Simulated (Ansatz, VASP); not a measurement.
# SiO2 (Cristobalite): VASP beside Ansatz, part 2 of 2

One calculation is typed for both programs; each brings its own data sets. How far apart do they land? The structure shown is the start of the Ansatz relaxation below; VASP solves that cell, so the two are compared at the walk's first step.

VASP 6.6.1 and Ansatz 0.2.0.

So far. Step 3 (VASP: single point, LDA, start cell, pair 1): The run ends at a pressure of 5.75 GPa, with forces up to 0.42 eV/Å.

**6. Ansatz: relaxation, LDA**

Level of this step: Ansatz beside VASP: Kohn-Sham DFT, plane waves, LDA (Ansatz).

The two programs are compared at the cell with which this relaxation starts, whose forces are those of its first step. The cell compared in this pair holds 156.57 Å³, against 152.84 Å³ for the pair before.

The structure compared here is the start of the Ansatz relaxation; VASP solves that cell, so the two are compared at the walk's first step.

The input, input.yaml:

```yaml
crystal:
  lattice:
    - [4.7950728597, 0.0, 0.0]
    - [0.0, 4.7950728597, 0.0]
    - [0.0, 0.0, 6.8093705808]
  atoms:
    - { symbol: O, position: [0.2341118855, 0.1300992821, 0.1897810657] }
    - { symbol: O, position: [0.3699007179, 0.7341118855, 0.4397810657] }
    - { symbol: O, position: [0.7658881145, 0.8699007179, 0.6897810657] }
    - { symbol: O, position: [0.6300992821, 0.2658881145, 0.9397810657] }
    - { symbol: O, position: [0.7341118855, 0.3699007179, 0.5602189343] }
    - { symbol: O, position: [0.8699007179, 0.7658881145, 0.3102189343] }
    - { symbol: O, position: [0.2658881145, 0.6300992821, 0.0602189343] }
    - { symbol: O, position: [0.1300992821, 0.2341118855, 0.8102189343] }
    - { symbol: Si, position: [0.3124139655, 0.3124139655, 0.0] }
    - { symbol: Si, position: [0.1875860345, 0.8124139655, 0.25] }
    - { symbol: Si, position: [0.6875860345, 0.6875860345, 0.5] }
    - { symbol: Si, position: [0.8124139655, 0.1875860345, 0.75] }
kpoints:
  mp_grid: { grid: [4, 4, 4] }
hamiltonian:
  xc: lda
  pseudopotentials: { kind: paw, azcp: { folder: soft_1 }, xc_functional: pbe }
scf:
  occupations: { method: fixed }
output:
  forces: true
  stress: true
  eigenvalues: true
relax:
  adjacent_minimum: "off"
  f_tol: 0.001
  max_steps: 60
  cell: { stress_tol: 0.01, fix: [a, b, gamma] }
```

On the command line:

```bash
ansatz run input.yaml --threads 8 --pin off --max-ram 20480MiB --backend cpu --events-out ev --progress --plain --runs-dir out
```

Numbers of over 12 decimals in the logs are rounded to 6 here.

The program printed:

```text
[...]
Crystal: 12 atoms, lattice volume = 156.566 Å³
Basis set: ecut = 420 eV, 3003 PW (Γ)
Bands: 44, of which v1, the nominal top of the filled ones, is band 32 counted from 1 (31 counted from 0)
Symmetry: 8 space group operations
[...]
k-points: 18 of 64
[...]
- { symbol: O, position: [0.732694, 0.362183, 0.557543] }
    - { symbol: O, position: [0.862183, 0.767306, 0.307543] }
    - { symbol: O, position: [0.267306, 0.637817, 0.057543] }
    - { symbol: O, position: [0.137817, 0.232694, 0.807543] }
    - { symbol: Si, position: [0.316056, 0.316056, 0] }
    - { symbol: Si, position: [0.183944, 0.816056, 0.250000] }
    - { symbol: Si, position: [0.683944, 0.683944, 0.500000] }
    - { symbol: Si, position: [0.816056, 0.183944, 0.750000] }
[key lines of the parts left out:]
SCF converged after 6 iterations
Free energy (F): -6890.741908 eV
Fermi energy:    1.846120 eV
P = ⅓ Tr σ = 1.0983 GPa (10.983 kbar)
```

**7. VASP: single point, LDA, start cell, pair 2**

The same cell, functional (in two slightly different forms) and mesh now go to VASP, with its own data sets.

The input, INCAR:

```
SYSTEM = SiO2
PREC = Accurate
ENCUT = 520
EDIFF = 1E-06
NELM = 120
ISMEAR = 0
SIGMA = 0.01
LREAL = .FALSE.
ALGO = Normal
GGA = CA
NBANDS = 44
LORBIT = 11
LWAVE = .FALSE.
LCHARG = .FALSE.
ISIF = 2
LASPH = .TRUE.
GGA_COMPAT = .FALSE.
EFERMI = MIDGAP
KPAR = 2
```

The input, POSCAR:

```
SiO2
1.0
    4.7950730000      0.0000000000      0.0000000000
    0.0000000000      4.7950730000      0.0000000000
    0.0000000000      0.0000000000      6.8093710000
O Si
8 4
Direct
    0.2341119729      0.1300993749      0.1897811119
    0.3699007294      0.7341118686      0.4397810018
    0.7658880271      0.8699006251      0.6897810385
    0.6300992706      0.2658881314      0.9397810752
    0.7341118686      0.3699007294      0.5602188513
    0.8699006251      0.7658880271      0.3102189615
    0.2658881314      0.6300992706      0.0602189248
    0.1300993749      0.2341119729      0.8102188881
    0.3124140133      0.3124140133      0.0000000000
    0.1875860910      0.8124139090      0.2500000367
    0.6875859867      0.6875859867      0.4999999266
    0.8124139090      0.1875860910      0.7499999633
```

The input, KPOINTS:

```
Automatic mesh
0
Gamma
4 4 4
0 0 0
```

Potentials, in the order of the species: O and Si (LDA family, release 64).

On the command line:

```bash
mpirun -np 2 vasp_std
```

The program printed:

```text
[... set-up lines as in an earlier step ...]
 entering main loop
       N       E                     dE             d eps       ncg     rms          rms(c)
DAV:   1     0.383430049516E+03    0.38343E+03   -0.33380E+04  1600   0.134E+03
DAV:   2    -0.897428239403E+02   -0.47317E+03   -0.45898E+03  2000   0.316E+02
DAV:   3    -0.116862694753E+03   -0.27120E+02   -0.27000E+02  1968   0.798E+01
DAV:   4    -0.117195756078E+03   -0.33306E+00   -0.33255E+00  1984   0.978E+00
[...]
DAV:  11    -0.103626410887E+03    0.53942E-04   -0.58565E-04  1916   0.129E-01    0.224E-02
DAV:  12    -0.103626413304E+03   -0.24164E-05   -0.19198E-05  1844   0.198E-02    0.777E-03
DAV:  13    -0.103626413637E+03   -0.33371E-06   -0.46265E-06  1680   0.104E-02
   1 F= -.10362641E+03 E0= -.10362641E+03  d E =0.000000E+00
```

From OUTCAR (step 7):

```text
  Total        6.1680965      6.1680965      2.8552162      0.0000000      0.0000000      0.0000000
  in kB       63.1196088     63.1196088     29.2181113      0.0000000      0.0000000      0.0000000
  external PRESSURE =      51.8191096 kB  Pullay stress =       0.0000000 kB

 POSITION                                       TOTAL-FORCE (eV/Angst)
 -----------------------------------------------------------------------------------
      1.12258      0.62384      1.29229         0.024074      0.397194      0.036844
      1.77370      3.52012      2.99463        -0.397194      0.024074      0.036844
      3.67249      4.17124      4.69697        -0.024074     -0.397194      0.036844
      3.02137      1.27495      6.39932         0.397194     -0.024074      0.036844
      3.52012      1.77370      3.81474         0.024074     -0.397194     -0.036844
      4.17124      3.67249      2.11240        -0.397194     -0.024074     -0.036844
      1.27495      3.02137      0.41005        -0.024074      0.397194     -0.036844
      0.62384      1.12258      5.51708         0.397194      0.024074     -0.036844
      1.49805      1.49805      0.00000        -0.155781     -0.155781     -0.000000
      0.89949      3.89558      1.70234         0.155781     -0.155781     -0.000000
      3.29703      3.29703      3.40469         0.155781      0.155781     -0.000000
      3.89558      0.89949      5.10703        -0.155781      0.155781     -0.000000
 -----------------------------------------------------------------------------------
    total drift:                                0.001120     -0.005554      0.003689

  FREE ENERGIE OF THE ION-ELECTRON SYSTEM (eV)
  ---------------------------------------------------
  free  energy   TOTEN  =      -103.6264136373 eV

  energy  without entropy=     -103.6264136373  energy(sigma->0) =     -103.62641364

[... 1 part as in an earlier step ...]

[... 2 further parts left out ...]
[key lines of the parts left out:]
E-fermi :   3.4176
```

The run ends at a pressure of 5.18 GPa, with forces up to 0.40 eV/Å.

**8. Side by side**

Forces on 10 of the 12 atoms, those with the largest forces and the largest differences (eV/Å; atoms numbered as in POSCAR):

| atom | Ansatz x, y, z | VASP x, y, z |
| --- | --- | --- |
| O1 | 0.025, 0.377, 0.026 | 0.024, 0.397, 0.037 |
| O2 | -0.377, 0.025, 0.026 | -0.397, 0.024, 0.037 |
| O3 | -0.025, -0.377, 0.026 | -0.024, -0.397, 0.037 |
| O4 | 0.377, -0.025, 0.026 | 0.397, -0.024, 0.037 |
| O5 | 0.025, -0.377, -0.026 | 0.024, -0.397, -0.037 |
| O6 | -0.377, -0.025, -0.026 | -0.397, -0.024, -0.037 |
| O7 | -0.025, 0.377, -0.026 | -0.024, 0.397, -0.037 |
| Si10 | 0.175, -0.175, 0.000 | 0.156, -0.156, 0.000 |
| Si11 | 0.175, 0.175, 0.000 | 0.156, 0.156, 0.000 |
| Si12 | -0.175, 0.175, 0.000 | -0.156, 0.156, 0.000 |

The forces differ by 14 meV/Å r.m.s., which is 7.0 % of the r.m.s. force of 0.202 eV/Å (both taken over all components).

**9. What the set-up changes**

Further runs change the set-up of one program: Ansatz's method, potentials or start, or VASP's data sets, cutoff or form of LDA. The table gives that difference for each run.

| run | r.m.s. force difference (meV/Å) |
| --- | --- |
| as above | 14 |
| VASP with a cutoff of 600 eV (perhaps on Ansatz's relaxed cell) | 14 |

**10. Ansatz: relaxation, LDA**

The two programs are compared at the cell with which this relaxation starts, whose forces are those of its first step. The cell compared in this pair holds 179.88 Å³, against 156.57 Å³ for the pair before.

The structure compared here is the start of the Ansatz relaxation; VASP solves that cell, so the two are compared at the walk's first step.

input.yaml, the sections that differ from step 6:

```yaml
crystal:
  lattice:
    - [5.0916753046, 0.0, 0.0]
    - [0.0, 5.0916753046, 0.0]
    - [0.0, 0.0, 6.938338267]
  atoms:
    - { symbol: O, position: [0.2405167154, 0.0958592772, 0.1759385458] }
    - { symbol: O, position: [0.4041407228, 0.7405167154, 0.4259385458] }
    - { symbol: O, position: [0.7594832846, 0.9041407228, 0.6759385458] }
    - { symbol: O, position: [0.5958592772, 0.2594832846, 0.9259385458] }
    - { symbol: O, position: [0.7405167154, 0.4041407228, 0.5740614542] }
    - { symbol: O, position: [0.9041407228, 0.7594832846, 0.3240614542] }
    - { symbol: O, position: [0.2594832846, 0.5958592772, 0.0740614542] }
    - { symbol: O, position: [0.0958592772, 0.2405167154, 0.8240614542] }
    - { symbol: Si, position: [0.295910342, 0.295910342, 0.0] }
    - { symbol: Si, position: [0.204089658, 0.795910342, 0.25] }
    - { symbol: Si, position: [0.704089658, 0.704089658, 0.5] }
    - { symbol: Si, position: [0.795910342, 0.204089658, 0.75] }
# kpoints, hamiltonian, scf, output, relax: as in step 6
```

On the command line:

```bash
ansatz run input.yaml --threads 8 --pin off --max-ram 20480MiB --backend cpu --events-out ev --progress --plain --runs-dir out
```

The program printed:

```text
[...]
Crystal: 12 atoms, lattice volume = 179.878 Å³
Basis set: ecut = 420 eV, 3519 PW (Γ)
Bands: 44, of which v1, the nominal top of the filled ones, is band 32 counted from 1 (31 counted from 0)
Symmetry: 8 space group operations
[...]
k-points: 18 of 64
[...]
- { symbol: O, position: [0.742199490241, 0.413900, 0.578532] }
    - { symbol: O, position: [0.913900, 0.757801, 0.328532] }
    - { symbol: O, position: [0.257801, 0.586100, 0.078532] }
    - { symbol: O, position: [0.086100, 0.242199, 0.828532] }
    - { symbol: Si, position: [0.291176, 0.291176, 0] }
    - { symbol: Si, position: [0.208824, 0.791176, 0.25] }
    - { symbol: Si, position: [0.708824, 0.708824, 0.5] }
    - { symbol: Si, position: [0.791176, 0.208824, 0.750000] }
[key lines of the parts left out:]
SCF converged after 6 iterations
Free energy (F): -6890.747052 eV
Fermi energy:    0.680333 eV
P = ⅓ Tr σ = -0.8375 GPa (-8.375 kbar)
```

**11. VASP: single point, LDA, start cell, pair 3**

The same cell, functional (in two slightly different forms) and mesh now go to VASP, with its own data sets.

INCAR is that of step 7.

The input, POSCAR:

```
SiO2
1.0
    5.0916750000      0.0000000000      0.0000000000
    0.0000000000      5.0916750000      0.0000000000
    0.0000000000      0.0000000000      6.9383380000
O Si
8 4
Direct
    0.2405167258      0.0958592212      0.1759385317
    0.4041406806      0.7405168240      0.4259386037
    0.7594832742      0.9041407788      0.6759385317
    0.5958593194      0.2594833724      0.9259386037
    0.7405168240      0.4041406806      0.5740615404
    0.9041407788      0.7594832742      0.3240614683
    0.2594833724      0.5958593194      0.0740613963
    0.0958592212      0.2405167258      0.8240614683
    0.2959102849      0.2959102849      0.0000000000
    0.2040896169      0.7959103831      0.2500000721
    0.7040897151      0.7040897151      0.5000000000
    0.7959103831      0.2040896169      0.7500000721
```

KPOINTS is that of step 7.

On the command line:

```bash
mpirun -np 2 vasp_std
```

The program printed:

```text
[... set-up lines as in an earlier step ...]
 entering main loop
       N       E                     dE             d eps       ncg     rms          rms(c)
DAV:   1     0.401085250625E+03    0.40109E+03   -0.32595E+04  1584   0.132E+03
DAV:   2    -0.840528118039E+02   -0.48514E+03   -0.46817E+03  2008   0.308E+02
DAV:   3    -0.116761213051E+03   -0.32708E+02   -0.32552E+02  1952   0.857E+01
DAV:   4    -0.117208690474E+03   -0.44748E+00   -0.44668E+00  1976   0.111E+01
[...]
DAV:  12    -0.103696310223E+03   -0.66064E-05   -0.27558E-05  1856   0.252E-02    0.140E-02
DAV:  13    -0.103696312187E+03   -0.19641E-05   -0.10814E-05  1840   0.148E-02    0.503E-03
DAV:  14    -0.103696312499E+03   -0.31206E-06   -0.25349E-07  1364   0.271E-03
   1 F= -.10369631E+03 E0= -.10369631E+03  d E =0.000000E+00
```

OUTCAR, selected parts (step 11):

```text
  Total       -4.6574810     -4.6574810     -2.0418137      0.0000000      0.0000000      0.0000000
  in kB      -41.4844053    -41.4844053    -18.1865323      0.0000000      0.0000000      0.0000000
  external PRESSURE =     -33.7184476 kB  Pullay stress =       0.0000000 kB

 POSITION                                       TOTAL-FORCE (eV/Angst)
 -----------------------------------------------------------------------------------
      1.22463      0.48808      1.22072        -0.012559     -0.262538     -0.009243
      2.05775      3.77047      2.95531         0.262538     -0.012559     -0.009243
      3.86704      4.60359      4.68989         0.012559      0.262538     -0.009243
      3.03392      1.32121      6.42447        -0.262538      0.012559     -0.009243
      3.77047      2.05775      3.98303        -0.012559      0.262538      0.009243
      4.60359      3.86704      2.24845         0.262538      0.012559      0.009243
      1.32121      3.03392      0.51386         0.012559     -0.262538      0.009243
      0.48808      1.22463      5.71762        -0.262538     -0.012559      0.009243
      1.50668      1.50668      0.00000         0.133745      0.133745     -0.000000
      1.03916      4.05252      1.73459        -0.133745      0.133745     -0.000000
      3.58500      3.58500      3.46917        -0.133745     -0.133745     -0.000000
      4.05252      1.03916      5.20375         0.133745     -0.133745     -0.000000
 -----------------------------------------------------------------------------------
    total drift:                                0.000122     -0.006129      0.002521

  FREE ENERGIE OF THE ION-ELECTRON SYSTEM (eV)
  ---------------------------------------------------
  free  energy   TOTEN  =      -103.6963124991 eV

  energy  without entropy=     -103.6963124991  energy(sigma->0) =     -103.69631250

[... 1 part as in an earlier step ...]

[... 2 further parts left out ...]
[key lines of the parts left out:]
E-fermi :   2.2777
```

The run ends at a pressure of -3.37 GPa, with forces up to 0.26 eV/Å.

**12. Comparison**

Forces on 10 of the 12 atoms, those with the largest forces and the largest differences (eV/Å; atoms numbered as in POSCAR):

| atom | Ansatz x, y, z | VASP x, y, z |
| --- | --- | --- |
| O1 | -0.010, -0.268, -0.019 | -0.013, -0.263, -0.009 |
| O2 | 0.268, -0.010, -0.019 | 0.263, -0.013, -0.009 |
| O3 | 0.010, 0.268, -0.019 | 0.013, 0.263, -0.009 |
| O4 | -0.268, 0.010, -0.019 | -0.263, 0.013, -0.009 |
| O5 | -0.010, 0.268, 0.019 | -0.013, 0.263, 0.009 |
| O6 | 0.268, 0.010, 0.019 | 0.263, 0.013, 0.009 |
| O7 | 0.010, -0.268, 0.019 | 0.013, -0.263, 0.009 |
| Si10 | -0.113, 0.113, 0.000 | -0.134, 0.134, 0.000 |
| Si11 | -0.113, -0.113, 0.000 | -0.134, -0.134, 0.000 |
| Si12 | 0.113, -0.113, 0.000 | 0.134, -0.134, 0.000 |

The forces differ by 11 meV/Å r.m.s., which is 8.1 % of the r.m.s. force of 0.139 eV/Å (both taken over all components).

**13. What the set-up changes**

Further runs change the set-up of one program: Ansatz's method, potentials or start, or VASP's data sets, cutoff or form of LDA. The table gives that difference for each run.

| run | r.m.s. force difference (meV/Å) |
| --- | --- |
| as above | 11 |
| VASP with a cutoff of 600 eV (perhaps on Ansatz's relaxed cell) | 8.8 |

**14. What came out**

```
r.m.s. force difference (single point, LDA, start cell, pair 1) : 7.1 % of the r.m.s. force
r.m.s. force difference (single point, LDA, start cell, pair 2) : 7.0 % of the r.m.s. force
r.m.s. force difference (single point, LDA, start cell, pair 3) : 11 meV/Å
```

**Reading.** The r.m.s. force difference is 7.1 % of the r.m.s. force (single point, LDA, start cell, pair 1), beyond the 3 % picked in this series as the mark of a large difference. 10 further runs of this series are not shown here. How closely two codes agree says nothing of how well the functional describes the real material.

[Lines on the potential files, build, host, timing and source positions are cut from VASP's logs without a mark.]

[Logs are printed without paths, hosts, clocks, repeated set-up lines and the standing remarks that a program may print on its own settings, such as how far it seeks lower states.]

[Hosts, paths, dates, database ids (printed as entryN), source tags and the programs' standing remarks are cut or masked in the printed files.]

[Rows of further runs with another cutoff or data set may stand on the cell that Ansatz relaxed, not on the start cell of the pair above them.]
